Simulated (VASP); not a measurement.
The input files of a VASP run:

KPOINTS:
```
Automatic mesh
0
Gamma
11 11 11
0 0 0
```

INCAR:
```
ALGO = Normal
EDIFF = 1E-7
ENCUT = 520
GGA = PE
ISIF = 2
ISMEAR = -5
IVDW = 12
LASPH = T
LCHARG = T
LORBIT = 11
LREAL = F
LWAVE = F
NEDOS = 601
NELM = 100
PREC = Accurate
SYSTEM = K
```

### POSCAR
```
K
1
   -2.5798808022     2.5798808022     2.5798808022
    2.5798808022    -2.5798808022     2.5798808022
    2.5798808022     2.5798808022    -2.5798808022
K
1
Direct
  0.0000000000   0.0000000000   0.0000000000
```

POTCAR, in this order: K_sv (PBE.64 set). Program: vasp_std.

Problem. Translate this PBE-D3(BJ) calculation to Ansatz.

Solution. One equivalent input (not run):
Ansatz 0.2 input:
```yaml
crystal:
  lattice:
    - [-2.5798808, 2.5798808, 2.5798808]
    - [2.5798808, -2.5798808, 2.5798808]
    - [2.5798808, 2.5798808, -2.5798808]
  atoms:
    - { symbol: K, position: [0.0000000, 0.0000000, 0.0000000] }
kpoints:
  mp_grid: { grid: [11, 11, 11] }
hamiltonian:
  xc: pbe
  dispersion: d3bj
  pseudopotentials: { kind: paw }
scf:
  occupations: { method: tetrahedron }
  max_iter: 100
output: { forces: true, stress: true, eigenvalues: true }
```
What does not carry over: each code has its own PAW files, so the cut-off isn't converted (ENCUT is set for VASP's; basis.ecutwfc is left out, and Ansatz then takes the one that its files recommend); Ansatz stops its SCF on the density residual and VASP on the energy change (EDIFF).

The compound is K in the bcc structure. It was relaxed first, which changed the volume by -7 %.
